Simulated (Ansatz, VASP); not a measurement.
# Cross-check of TiC between VASP and Ansatz, part 2 of 2

One calculation is typed for both programs; each brings its own data sets. How far apart do they land? The cell is taken from a series of runs on this material, whose earlier steps may have relaxed, scaled, displaced or heated it; both programs get it as it stands.

VASP 6.6.1 and Ansatz 0.2.0.

So far: The structure; Ansatz: zone-centre phonons, LDA.

### 3. VASP: zone-centre phonons, LDA

Level of this step: LDA; plane waves and PAW (C, Ti_sv) (VASP).

The same cell, functional (in two slightly different forms), mesh and smearing now go to VASP, with its own data sets.

Lines of VASP's logs that name or quote its potential files are left out, and so is its time.

Contents of INCAR:

```
SYSTEM = TiC
PREC = Accurate
ENCUT = 600
EDIFF = 1E-08
NELM = 120
ISMEAR = 1
SIGMA = 0.2
LREAL = .FALSE.
ALGO = Normal
GGA = CA
NBANDS = 14
LASPH = .TRUE.
LORBIT = 11
LWAVE = .FALSE.
LCHARG = .FALSE.
ISIF = 2
IBRION = 8
GGA_COMPAT = .FALSE.
KPAR = 2
```

Contents of POSCAR:

```
TiC
1.0
    0.0930751750      2.1382720194      2.1382720194
    2.1382720194      0.0930751750      2.1382720194
    2.1382720194      2.1382720194      0.0930751750
C Ti
1 1
Direct
    0.5000000000      0.5000000000      0.5000000000
    0.0000000000      0.0000000000      0.0000000000
```

Contents of KPOINTS:

```
Automatic mesh
0
Gamma
16 16 16
0 0 0
```

Potentials, in the order of the species: C and Ti_sv (LDA family, release 64).

Run with:

```console
$ mpirun -np 2 vasp_std
```

Numbers of over 12 decimals in the logs are rounded to 6 here.

Output:

```text
[banner, memory and clock lines left out]
running    2 mpi-ranks, on    1 nodes
 distrk:  each k-point on    1 cores,    2 groups
 distr:  one band on    1 cores,    1 groups

 POSCAR found type information on POSCAR C Ti
 POSCAR found :  2 types and       2 ions
 LDA part: xc-table for (Slater(with rela. corr.)+CA(PZ))
 , standard interpolation
 POSCAR, INCAR and KPOINTS ok, starting setup
 FFT: planning ... GRIDC
 FFT: planning ... GRID_SOFT
 FFT: planning ... GRID
 WAVECAR not read
 entering main loop
       N       E                     dE             d eps       ncg     rms          rms(c)
DAV:   1     0.126570813364E+03    0.12657E+03   -0.88823E+03 11690   0.153E+03
DAV:   2    -0.171969315809E+02   -0.14377E+03   -0.13508E+03 12432   0.374E+02
DAV:   3    -0.253422450232E+02   -0.81453E+01   -0.79613E+01 15462   0.861E+01
DAV:   4    -0.256685592133E+02   -0.32631E+00   -0.32605E+00 14594   0.154E+01
DAV:   5    -0.256763808958E+02   -0.78217E-02   -0.78211E-02 15740   0.207E+00    0.202E+01
DAV:   6    -0.209278967778E+02    0.47485E+01   -0.12257E+01 17050   0.611E+01    0.671E+00
DAV:   7    -0.204375981724E+02    0.49030E+00   -0.20138E+00 13990   0.217E+01    0.590E+00
DAV:   8    -0.204122779159E+02    0.25320E-01   -0.12108E-01 13132   0.426E+00    0.300E+00
DAV:   9    -0.204139237882E+02   -0.16459E-02   -0.70018E-02 14958   0.263E+00    0.733E-01
DAV:  10    -0.204130941451E+02    0.82964E-03   -0.83922E-03 15870   0.121E+00    0.559E-01
DAV:  11    -0.204121503344E+02    0.94381E-03   -0.32816E-03 12576   0.851E-01    0.796E-02
DAV:  12    -0.204121300485E+02    0.20286E-04   -0.27665E-04 13098   0.246E-01    0.965E-03
DAV:  13    -0.204121235276E+02    0.65209E-05   -0.19872E-05 15960   0.617E-02    0.711E-03
DAV:  14    -0.204121232531E+02    0.27453E-06   -0.76207E-07 13020   0.928E-03    0.272E-03
DAV:  15    -0.204121232320E+02    0.21066E-07   -0.95978E-08 15764   0.208E-03    0.413E-04
DAV:  16    -0.204121232304E+02    0.16335E-08   -0.63216E-09  8830   0.886E-04
   1 F= -.20412123E+02 E0= -.20412268E+02  d E =0.434181E-03
 Linear response reoptimize wavefunctions to high precision
DAV:   1    -0.204121232304E+02   -0.38199E-10   -0.66698E-10  8338   0.278E-04
 Linear response DOF=           2
 Linear response progress:
  Degree of freedom:   1/  2
       N       E                     dE             d eps       ncg     rms          rms(c)
RMM:   1    -0.127969572668E+00   -0.12797E+00   -0.66663E-02 66583   0.246E+00
RMM:   2    -0.117003136261E+00    0.10966E-01   -0.61763E-03 61216   0.616E-01    0.157E-01
RMM:   3    -0.117622331447E+00   -0.61920E-03   -0.21617E-03 64142   0.262E-01    0.712E-02
RMM:   4    -0.118676501283E+00   -0.10542E-02   -0.77069E-04 65274   0.157E-01    0.148E-02
RMM:   5    -0.118815189840E+00   -0.13869E-03   -0.17361E-04 74521   0.637E-02    0.304E-03
RMM:   6    -0.118797441553E+00    0.17748E-04   -0.23117E-05 73257   0.266E-02    0.134E-03
RMM:   7    -0.118800394894E+00   -0.29533E-05   -0.51193E-06 75804   0.126E-02    0.509E-04
RMM:   8    -0.118801465046E+00   -0.10702E-05   -0.11201E-06 75157   0.627E-03    0.329E-04
RMM:   9    -0.118800555872E+00    0.90917E-06   -0.44932E-07 75051   0.327E-03    0.135E-04
RMM:  10    -0.118800016049E+00    0.53982E-06   -0.90886E-07 75161   0.174E-03    0.697E-05
RMM:  11    -0.118800228643E+00   -0.21259E-06   -0.35982E-07 74137   0.934E-04    0.741E-05
RMM:  12    -0.118800195338E+00    0.33305E-07    0.21790E-08 73771   0.525E-04    0.152E-05
RMM:  13    -0.118800186253E+00    0.90851E-08   -0.12691E-07 78540   0.278E-04    0.160E-05
RMM:  14    -0.118800191729E+00   -0.54756E-08   -0.15261E-07 77186   0.149E-04    0.109E-05
RMM:  15    -0.118800183195E+00    0.85341E-08   -0.39721E-08 73844   0.861E-05    0.185E-06
 first order change of Fermi-energy   0.71868E-04
 force on displaced ion       1 direction 1 : -13.070  -0.998  -0.998
 Linear response progress:
  Degree of freedom:   2/  2
       N       E                     dE             d eps       ncg     rms          rms(c)
RMM:   1    -0.659120891870E+00   -0.65912E+00    0.90277E+00 30831   0.130E+02
RMM:   2    -0.631202160147E+00    0.27919E-01   -0.23944E-01 52911   0.510E+00    0.240E-01
RMM:   3    -0.630556751191E+00    0.64541E-03   -0.19180E-02 63350   0.122E+00    0.119E-01
RMM:   4    -0.629964767301E+00    0.59198E-03   -0.71343E-03 69979   0.522E-01    0.208E-02
RMM:   5    -0.630548891663E+00   -0.58412E-03   -0.11374E-03 74166   0.207E-01    0.101E-02
RMM:   6    -0.630879424718E+00   -0.33053E-03   -0.30737E-04 74141   0.907E-02    0.671E-03
RMM:   7    -0.631367868660E+00   -0.48844E-03   -0.71590E-05 65926   0.498E-02    0.624E-03
RMM:   8    -0.631225610465E+00    0.14226E-03   -0.32084E-05 70897   0.263E-02    0.452E-04
RMM:   9    -0.631228105735E+00   -0.24953E-05   -0.13236E-05 76682   0.144E-02    0.487E-04
RMM:  10    -0.631245859285E+00   -0.17754E-04   -0.10290E-05 74159   0.849E-03    0.121E-04
RMM:  11    -0.631251456004E+00   -0.55967E-05   -0.63422E-06 77180   0.561E-03    0.869E-05
RMM:  12    -0.631254060589E+00   -0.26046E-05   -0.58363E-06 75748   0.387E-03    0.758E-05
RMM:  13    -0.631255762600E+00   -0.17020E-05   -0.31601E-06 75753   0.288E-03    0.637E-05
RMM:  14    -0.631254331766E+00    0.14308E-05   -0.30405E-06 72898   0.224E-03    0.128E-04
RMM:  15    -0.631257656225E+00   -0.33245E-05   -0.15493E-06 66819   0.185E-03    0.535E-05
RMM:  16    -0.631257867001E+00   -0.21078E-06   -0.20495E-06 75468   0.149E-03    0.520E-05
RMM:  17    -0.631257852099E+00    0.14903E-07   -0.90420E-07 76659   0.124E-03    0.626E-05
RMM:  18    -0.631258451662E+00   -0.59956E-06   -0.12883E-06 69742   0.107E-03    0.638E-05
RMM:  19    -0.631259305771E+00   -0.85411E-06   -0.53557E-07 63826   0.941E-04    0.481E-05
RMM:  20    -0.631258927556E+00    0.37821E-06   -0.88322E-07 70322   0.809E-04    0.477E-05
RMM:  21    -0.631259092836E+00   -0.16528E-06   -0.34311E-07 69375   0.702E-04    0.471E-05
RMM:  22    -0.631259143360E+00   -0.50523E-07   -0.62451E-07 74349   0.611E-04    0.519E-05
 first order change of Fermi-energy   0.91126E-04
 force on displaced ion       2 direction 1 : -13.076  -0.996  -0.996
 Linear response finished
```

From OUTCAR (step 3):

```text
ion  position               nearest neighbor table
   1  0.500  0.500  0.500-   2 2.09   2 2.09   2 2.09   2 2.09   2 2.09   2 2.09
   2  0.000  0.000  0.000-   1 2.09   1 2.09   1 2.09   1 2.09   1 2.09   1 2.09

  LATTYP: Found a trigonal (rhomboedric) cell.
 ALAT       =     3.0254053358
 COS(alpha) =     0.5430137943

 Subroutine GETGRP returns: Found 12 space group operations
 (whereof 12 operations were pure point group operations)

The static configuration has the point symmetry D_3d.

 Found    417 irreducible k-points:

   k-points           NKPTS =    417   k-points in BZ     NKDIM =    417   number of bands    NBANDS=     14

   dimension x,y,z NGX =    24 NGY =   24 NGZ =   24
   dimension x,y,z NGXF=    48 NGYF=   48 NGZF=   48

   ENCUT  =  600.0 eV  44.10 Ry    6.64 a.u.   6.04  6.04  6.04*2*pi/ulx,y,z

   NELECT =      16.0000    total number of electrons

 k-points in reciprocal lattice and weights: Automatic mesh
   0.00000000  0.00000000  0.00000000       0.000
   0.06250000  0.00000000  0.00000000       0.001
   0.12500000  0.00000000  0.00000000       0.001
   0.18750000 -0.00000000 -0.00000000       0.001
   0.25000000  0.00000000  0.00000000       0.001
   0.31250000  0.00000000 -0.00000000       0.001
   0.37500000 -0.00000000 -0.00000000       0.001
   0.43750000  0.00000000  0.00000000       0.001
   0.50000000  0.00000000  0.00000000       0.001
[...]
-0.43750000  0.50000000  0.43750000       0.001
   0.50000000  0.50000000  0.50000000       0.000

 average (electrostatic) potential at core
       1 -47.4178       2 -69.5115

  Total        2.1066375      2.1066375      2.1066375     -1.0134372     -1.0134372     -1.0134372
  in kB      184.6658409    184.6658409    184.6658409    -88.8369458    -88.8369458    -88.8369458
  external PRESSURE =     184.6658409 kB  Pullay stress =       0.0000000 kB

  energy-cutoff  :      600.00
  volume of cell :       18.28
      direct lattice vectors                 reciprocal lattice vectors
     0.093075175  2.138272019  2.138272019    -0.249682696  0.239267795  0.239267795
     2.138272019  0.093075175  2.138272019     0.239267795 -0.249682696  0.239267795
     2.138272019  2.138272019  0.093075175     0.239267795  0.239267795 -0.249682696

 POSITION                                       TOTAL-FORCE (eV/Angst)
 -----------------------------------------------------------------------------------
      2.18481      2.18481      2.18481         0.000000      0.000000      0.000000
      0.00000      0.00000      0.00000         0.000000      0.000000     -0.000000
 -----------------------------------------------------------------------------------
    total drift:                                0.000000     -0.000000     -0.000000

 Eigenvectors and eigenvalues of the dynamical matrix
 ----------------------------------------------------

   1 f  =   19.582184 THz   123.038489 2PiTHz  653.191337 cm-1    80.985368 meV
             X         Y         Z           dx          dy          dz
      2.184810  2.184810  2.184810     0.516209    0.516209    0.516209
      0.000000  0.000000  0.000000    -0.258576   -0.258576   -0.258576

   2 f  =   17.529944 THz   110.143886 2PiTHz  584.735990 cm-1    72.497990 meV
             X         Y         Z           dx          dy          dz
      2.184810  2.184810  2.184810     0.345535   -0.729656    0.384121
      0.000000  0.000000  0.000000    -0.173123    0.365579   -0.192456

   3 f  =   17.529944 THz   110.143886 2PiTHz  584.735990 cm-1    72.497990 meV
             X         Y         Z           dx          dy          dz
      2.184810  2.184810  2.184810    -0.643039    0.022278    0.620762
      0.000000  0.000000  0.000000     0.322181   -0.011162   -0.311020

   4 f/i=    0.000906 THz     0.005691 2PiTHz    0.030212 cm-1     0.003746 meV
             X         Y         Z           dx          dy          dz
      2.184810  2.184810  2.184810    -0.258576   -0.258576   -0.258576
      0.000000  0.000000  0.000000    -0.516209   -0.516209   -0.516209

   5 f/i=    0.002429 THz     0.015263 2PiTHz    0.081031 cm-1     0.010047 meV
             X         Y         Z           dx          dy          dz
      2.184810  2.184810  2.184810    -0.345114    0.277445    0.067669
      0.000000  0.000000  0.000000    -0.688811    0.553750    0.135061

   6 f/i=    0.002429 THz     0.015263 2PiTHz    0.081031 cm-1     0.010047 meV
             X         Y         Z           dx          dy          dz
      2.184810  2.184810  2.184810     0.121114    0.238321   -0.359435
      0.000000  0.000000  0.000000     0.241731    0.475663   -0.717393

 ELASTIC MODULI CONTR FROM IONIC RELAXATION (kBar)
 Direction    XX          YY          ZZ          XY          YZ          ZX
 --------------------------------------------------------------------------------
 XX           0.0000      0.0000      0.0000      0.0000      0.0000      0.0000
 YY           0.0000      0.0000      0.0000      0.0000      0.0000      0.0000
 ZZ           0.0000      0.0000      0.0000      0.0000      0.0000      0.0000
 XY           0.0000      0.0000      0.0000      0.0000      0.0000      0.0000
 YZ           0.0000      0.0000      0.0000      0.0000      0.0000      0.0000
 ZX           0.0000      0.0000      0.0000      0.0000      0.0000      0.0000
 --------------------------------------------------------------------------------
```

### 4. Side by side

Known differences besides the potentials themselves: the two LDA forms differ slightly; the cutoff is 420 eV in Ansatz and 600 eV in VASP; VASP's log shows a relativistic correction to its local exchange, Ansatz's none. Total energies have different zeros and are not compared.

Both answers:

```tsv
quantity	Ansatz	VASP	difference
optical mode 1 to 2 (cm⁻¹)	582.8	584.7	-0.33 %
optical mode 3 (cm⁻¹)	651.3	653.2	-0.29 %
```

Modes are paired by rising frequency, not by their patterns, so a pair may set unlike modes beside each other; they are those without the splitting of longitudinal modes.

### 5. Results

```yaml
r_m_s_difference_of_the_optical_zone_centre_modes_each_program_s_sorted_by_frequency_zone_centre_phonons_lda: 1.9 cm⁻¹
```

**Reading.** The r.m.s. difference of the optical zone-centre modes, each program's sorted by frequency is 1.9 cm⁻¹ (zone-centre phonons, LDA). How closely two codes agree says nothing of how well the functional describes the real material.

[Lines on the potential files, build, host, timing and source positions are cut from VASP's logs without a mark.]

[Logs are printed without paths, hosts, clocks, repeated set-up lines and the standing remarks that a program may print on its own settings, such as how far it seeks lower states.]

[Hosts, paths, dates, database ids (printed as entryN), source tags and the programs' standing remarks are cut or masked in the printed files.]
